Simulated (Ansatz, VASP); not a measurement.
**La3AlC: VASP beside Ansatz**

One calculation is typed for both programs; each brings its own data sets. How far apart do they land? The cell is taken from a series of runs on this material, whose earlier steps may have relaxed, scaled, displaced or heated it; both programs get it as it stands.

Main program and level: Ansatz 0.2.0; plane waves, with VASP 6.6.1 beside it; relaxation of cell and atoms at PBEsol.

**1. The structure**

Symmetry: Cmcm, No. 63, orthorhombic system. Conventional cell: a = 7.258 Å, b = 7.258 Å, c = 10.264 Å, α = 90.00°, β = 90.00°, γ = 90.00°. Nearest to La lie 2 C at 2.57 Å and 8 La at 3.63 Å and 4 Al at 3.63 Å. La has 2 C at 2.51 to 2.62 Å and 8 La at 3.61 to 3.65 Å and 4 Al at 3.62 to 3.64 Å nearest. Nearest to Al lie 12 La at 3.62 to 3.64 Å. Nearest to C lie 6 La at 2.51 to 2.62 Å. Farther neighbours are not listed.

**2. VASP: relaxation of cell and atoms, PBEsol**

The relaxed volume is the usual yardstick between codes: in a stiff, nearly cubic crystal its relative difference is about their pressure difference at one cell divided by the bulk modulus.

Lines of VASP's logs that name or quote its potential files are left out, and so is its time.

The input, INCAR:

```
SYSTEM = La3AlC
PREC = Accurate
ENCUT = 600
EDIFF = 1E-07
NELM = 200
ISMEAR = 1
SIGMA = 0.2
LREAL = .FALSE.
ALGO = Normal
GGA = PS
NBANDS = 50
LASPH = .TRUE.
LORBIT = 11
LWAVE = .FALSE.
LCHARG = .FALSE.
ISIF = 3
IBRION = 2
NSW = 80
EDIFFG = -0.005
GGA_COMPAT = .FALSE.
NELMIN = 4
LMAXMIX = 6
KPAR = 2
```

The input, POSCAR:

```
La3AlC
1.0
    5.1318380000      0.0000000000      0.0000000000
    0.0000000000      5.1318380000      0.0000000000
    0.0000000000      0.0000000000     10.2636760000
La Al C
6 2 2
Direct
    0.5000000000      0.5000000000      0.5000000000
    0.5000000000      0.5000000000      0.0000000000
    0.5022101243      0.0003519207      0.2500000000
    0.4977898757      0.9996480793      0.7500000000
    0.9996480793      0.4977898757      0.2500000000
    0.0003519207      0.5022101243      0.7500000000
    0.0000000000      0.0000000000      0.0000000000
    0.0000000000      0.0000000000      0.5000000000
    0.4889768539      0.5110231461      0.2500000000
    0.5110231461      0.4889768539      0.7500000000
```

The input, KPOINTS:

```
Automatic mesh
0
Gamma
8 8 4
0 0 0
```

PAW data sets: La, Al and C (PBE family, release 64).

Command:

```console
$ mpirun -np 2 vasp_std
```

Numbers of over 12 decimals in the logs are rounded to 6 here.

Log:

```text
[banner, memory and clock lines left out]
running    2 mpi-ranks, on    1 nodes
 distrk:  each k-point on    1 cores,    2 groups
 distr:  one band on    1 cores,    1 groups

 POSCAR found type information on POSCAR LaAlC
 POSCAR found :  3 types and      10 ions
|                                                                             |
|               ----> ADVICE to this user running VASP <----                  |
|                                                                             |
|     You enforced a specific xc type in the INCAR file but a different       |
|     [... a line on the potential file left out ...]
|     I HOPE YOU KNOW WHAT YOU ARE DOING!                                     |
|                                                                             |

 LDA part: xc-table for (Slater+PW92), standard interpolation
 POSCAR, INCAR and KPOINTS ok, starting setup
 FFT: planning ... GRIDC
 FFT: planning ... GRID_SOFT
 FFT: planning ... GRID
 WAVECAR not read
 entering main loop
       N       E                     dE             d eps       ncg     rms          rms(c)
DAV:   1     0.110489183708E+04    0.11049E+04   -0.29041E+04  6308   0.237E+03
DAV:   2     0.306138537396E+03   -0.79875E+03   -0.77273E+03  9004   0.453E+02
DAV:   3    -0.505357278242E+00   -0.30664E+03   -0.30018E+03 10804   0.302E+02
DAV:   4    -0.624011738332E+02   -0.61896E+02   -0.59777E+02 11900   0.158E+02
DAV:   5    -0.700585717578E+02   -0.76574E+01   -0.74109E+01 12048   0.605E+01    0.154E+01
DAV:   6    -0.614066808125E+02    0.86519E+01   -0.88154E+01 11208   0.395E+01    0.833E+00
DAV:   7    -0.612281159151E+02    0.17856E+00   -0.13042E+01 12448   0.265E+01    0.323E+00
DAV:   8    -0.611891656904E+02    0.38950E-01   -0.14662E+00 11288   0.801E+00    0.142E+00
DAV:   9    -0.611759567850E+02    0.13209E-01   -0.24137E-01 12560   0.359E+00    0.509E-01
DAV:  10    -0.611778850298E+02   -0.19282E-02   -0.46313E-02 12360   0.139E+00    0.262E-01
DAV:  11    -0.611789446082E+02   -0.10596E-02   -0.13432E-02 12104   0.661E-01    0.142E-01
DAV:  12    -0.611795452835E+02   -0.60068E-03   -0.67430E-03 11736   0.416E-01    0.105E-01
DAV:  13    -0.611795660879E+02   -0.20804E-04   -0.20595E-03 11864   0.279E-01    0.417E-02
DAV:  14    -0.611797518148E+02   -0.18573E-03   -0.15617E-03 11880   0.203E-01    0.287E-02
DAV:  15    -0.611797879799E+02   -0.36165E-04   -0.77415E-04 11832   0.126E-01    0.234E-02
DAV:  16    -0.611797779369E+02    0.10043E-04   -0.13245E-04 11624   0.689E-02    0.403E-03
DAV:  17    -0.611797797125E+02   -0.17756E-05   -0.16985E-05 11248   0.302E-02    0.361E-03
DAV:  18    -0.611797806469E+02   -0.93439E-06   -0.55808E-06 11104   0.165E-02    0.150E-03
DAV:  19    -0.611797807638E+02   -0.11691E-06   -0.69018E-07  6760   0.644E-03    0.876E-04
DAV:  20    -0.611797807125E+02    0.51326E-07   -0.18972E-07  5704   0.392E-03
   1 F= -.61179781E+02 E0= -.61177346E+02  d E =-.611798E+02
[... from here on, the cycles between the ionic steps are left out ...]
   2 F= -.61180480E+02 E0= -.61178034E+02  d E =-.699083E-03
   7 F= -.61182348E+02 E0= -.61179872E+02  d E =-.401958E-03
   8 F= -.61183433E+02 E0= -.61180880E+02  d E =-.148688E-02
   9 F= -.61185049E+02 E0= -.61182331E+02  d E =-.310207E-02
  10 F= -.61185961E+02 E0= -.61183061E+02  d E =-.401441E-02
  11 F= -.61186032E+02 E0= -.61183142E+02  d E =-.408541E-02
  12 F= -.61186144E+02 E0= -.61183314E+02  d E =-.111750E-03
  13 F= -.61186179E+02 E0= -.61183327E+02  d E =-.147324E-03
 curvature:  -4.49 expect dE=-0.451E-03 dE for cont linesearch -0.164E-07
 trial: gam= 0.40509 g(F)=  0.515E-04 g(S)=  0.491E-04 ort = 0.250E-05 (trialstep = 0.176E+01)
 search vector abs. value=  0.383E-03
 bond charge predicted
       N       E                     dE             d eps       ncg     rms          rms(c)
DAV:   1    -0.611857890546E+02    0.39021E-03   -0.12503E-01 10096   0.177E+00    0.124E-01
DAV:   2    -0.611862718139E+02   -0.48276E-03   -0.99536E-03 10426   0.909E-01    0.389E-02
DAV:   3    -0.611862802637E+02   -0.84498E-05   -0.58821E-04 11144   0.173E-01    0.283E-02
DAV:   4    -0.611862686719E+02    0.11592E-04   -0.10255E-04 11374   0.757E-02    0.138E-02
DAV:   5    -0.611862709261E+02   -0.22542E-05   -0.39648E-05 11888   0.326E-02    0.486E-03
DAV:   6    -0.611862724977E+02   -0.15717E-05   -0.12164E-05 12216   0.170E-02    0.410E-03
DAV:   7    -0.611862737196E+02   -0.12219E-05   -0.16719E-06 11622   0.777E-03    0.243E-03
DAV:   8    -0.611862745694E+02   -0.84983E-06   -0.72311E-07  9036   0.524E-03    0.781E-04
DAV:   9    -0.611862746172E+02   -0.47789E-07   -0.98086E-08  4480   0.383E-03
  14 F= -.61186275E+02 E0= -.61183426E+02  d E =-.953749E-04
 trial-energy change:   -0.000095  1 .order   -0.000094   -0.000179   -0.000009
 step:   1.8428(harm=  1.8482)  dis= 0.00375  next Energy=   -61.186275 (dE=-0.956E-04)
 reached required accuracy - stopping structural energy minimisation
```

Parts of OUTCAR (step 2):

```text
ion  position               nearest neighbor table
   1  0.500  0.500  0.500-   9 2.57  10 2.57   5 3.63   6 3.63   3 3.63   4 3.63   6 3.63   3 3.63
                             4 3.63   5 3.63
   2  0.500  0.500  0.000-   9 2.57  10 2.57   5 3.63   6 3.63   3 3.63   4 3.63   6 3.63   3 3.63
                             4 3.63   5 3.63
   3  0.502  0.000  0.250-   9 2.51   9 2.62   5 3.61   1 3.63   2 3.63   5 3.63   5 3.63   1 3.63
                             2 3.63   5 3.65
   4  0.498  1.000  0.750-  10 2.51  10 2.62   6 3.61   2 3.63   1 3.63   6 3.63   6 3.63   1 3.63
                             2 3.63   6 3.65
   5  1.000  0.498  0.250-   9 2.51   9 2.62   3 3.61   2 3.63   1 3.63   3 3.63   3 3.63   2 3.63
                             1 3.63   3 3.65
   6  0.000  0.502  0.750-  10 2.51  10 2.62   4 3.61   1 3.63   2 3.63   4 3.63   4 3.63   2 3.63
                             1 3.63   4 3.65
   7  0.000  0.000  0.000-
   8  0.000  0.000  0.500-
   9  0.489  0.511  0.250-   3 2.51   5 2.51   1 2.57   2 2.57   5 2.62   3 2.62
  10  0.511  0.489  0.750-   4 2.51   6 2.51   1 2.57   2 2.57   4 2.62   6 2.62

  LATTYP: Found a simple tetragonal cell.
 ALAT       =     5.1318380000
 C/A-ratio  =     2.0000000000

 Subroutine GETGRP returns: Found  8 space group operations
 (whereof  4 operations were pure point group operations)

The static configuration has the point symmetry C_2h.
 The point group associated with its full space group is D_2h.

 Found     63 irreducible k-points:

   k-points           NKPTS =     63   k-points in BZ     NKDIM =     63   number of bands    NBANDS=     50

   dimension x,y,z NGX =    42 NGY =   42 NGZ =   84
   dimension x,y,z NGXF=    84 NGYF=   84 NGZF=  168

   ENCUT  =  600.0 eV  44.10 Ry    6.64 a.u.  10.25 10.25 20.50*2*pi/ulx,y,z

   NELECT =      80.0000    total number of electrons

 k-points in reciprocal lattice and weights: Automatic mesh
   0.00000000  0.00000000  0.00000000       0.004
   0.12500000  0.00000000  0.00000000       0.016
   0.25000000  0.00000000  0.00000000       0.016
   0.37500000  0.00000000  0.00000000       0.016
   0.50000000  0.00000000  0.00000000       0.008
   0.12500000  0.12500000  0.00000000       0.008
  -0.12500000  0.12500000  0.00000000       0.008
   0.25000000  0.12500000  0.00000000       0.016
  -0.12500000  0.25000000  0.00000000       0.016
[...]
0.50000000  0.37500000  0.50000000       0.016
   0.50000000  0.50000000  0.50000000       0.004

 average (electrostatic) potential at core
       1 -96.2272       2 -96.2272       3 -96.1999       4 -96.1999       5 -96.1999
       6 -96.1999       7 -72.2857       8 -72.2857       9 -46.3779      10 -46.3779

 E-fermi :   7.1810

 k-point     1 :       0.0000    0.0000    0.0000
  band No.  band energies     occupation
    ...
     36       6.6640      2.00157
     37       6.7286      2.00627
     38       6.8021      2.02215
     39       6.9045      2.06476
     40       7.2353      0.55887
     41       7.3294      0.05260
     42       7.3305      0.04926
     43       7.6890     -0.00193
     44       7.9367     -0.00000
     45       8.2159     -0.00000
    ...

 k-point     2 :       0.1250    0.0000    0.0000
  band No.  band energies     occupation
    ...
     36       6.6361      2.00080
     37       6.6937      2.00306
     38       6.7066      2.00403
     39       6.7444      2.00847
     40       7.0634      1.82926
     41       7.2751      0.29321
     42       7.3481      0.00292
     43       7.6804     -0.00235
     44       7.9446     -0.00000
     45       8.1283     -0.00000
    ...

 k-point     3 :       0.2500    0.0000    0.0000
  band No.  band energies     occupation
    ...
     36       6.4819      2.00001
     37       6.6009      2.00032
     38       6.7137      2.00466
     39       6.7938      2.01954
     40       7.0396      1.92478
     41       7.2541      0.42525
     42       7.2666      0.34378
     43       7.9177     -0.00000
     44       8.0760     -0.00000
     45       8.1776     -0.00000
    ...

  Total       -0.0070935     -0.0070935      0.0129865     -0.0123323     -0.0000000     -0.0000000
  in kB       -0.0421361     -0.0421361      0.0771404     -0.0732549     -0.0000000     -0.0000000
  external PRESSURE =      -0.0023773 kB  Pullay stress =       0.0000000 kB

  energy-cutoff  :      600.00
  volume of cell :      269.72
      direct lattice vectors                 reciprocal lattice vectors
     5.120041904 -0.009270078  0.000000000     0.195311542  0.000353621 -0.000000000
    -0.009270078  5.120041904  0.000000000     0.000353621  0.195311542 -0.000000000
     0.000000000  0.000000000 10.289006494    -0.000000000 -0.000000000  0.097191114

 POSITION                                       TOTAL-FORCE (eV/Angst)
 -----------------------------------------------------------------------------------
      2.55539      2.55539      5.14450        -0.000000     -0.000000      0.000000
      2.55539      2.55539      0.00000        -0.000000     -0.000000      0.000000
      2.63412      5.10225      2.57225        -0.000392      0.002709      0.000000
      2.47666      0.00853      7.71675         0.000392     -0.002709     -0.000000
      0.00853      2.47666      2.57225        -0.002709      0.000392     -0.000000
      5.10225      2.63412      7.71675         0.002709     -0.000392      0.000000
      5.12004     -0.00927      0.00000        -0.000000     -0.000000      0.000000
      5.12004     -0.00927      5.14450        -0.000000     -0.000000      0.000000
      2.50104      2.60973      2.57225        -0.002644      0.002644      0.000000
      2.60973      2.50104      7.71675         0.002644     -0.002644     -0.000000
 -----------------------------------------------------------------------------------
    total drift:                               -0.000000      0.000000      0.000000

  FREE ENERGIE OF THE ION-ELECTRON SYSTEM (eV)
  ---------------------------------------------------
  free  energy   TOTEN  =       -61.1862746172 eV

  energy  without entropy=      -61.1777299810  energy(sigma->0) =      -61.18342641

 reached required accuracy - stopping structural energy minimisation

 total charge
# of ion       s       p       d       f       tot
--------------------------------------------------
    1        2.062   5.604   0.812   0.143   8.621
    2        2.062   5.604   0.812   0.143   8.621
    3        2.063   5.600   0.824   0.147   8.635
    4        2.063   5.600   0.824   0.147   8.635
    5        2.063   5.600   0.824   0.147   8.635
    6        2.063   5.600   0.824   0.147   8.635
    7        0.436   0.317   0.000   0.000   0.753
    8        0.436   0.317   0.000   0.000   0.753
    9        0.909   1.391   0.000   0.000   2.300
   10        0.909   1.391   0.000   0.000   2.300
--------------------------------------------------
tot         15.069  37.023   4.919   0.875  57.887

[... 3 further parts left out ...]
```

(Continued in part 2 of 2.)

[Lines on the potential files, build, host, timing and source positions are cut from VASP's logs without a mark.]

[Logs are printed without paths, hosts, clocks, repeated set-up lines and the standing remarks that a program may print on its own settings, such as how far it seeks lower states.]

[Hosts, paths, dates, database ids (printed as entryN), source tags and the programs' standing remarks are cut or masked in the printed files.]
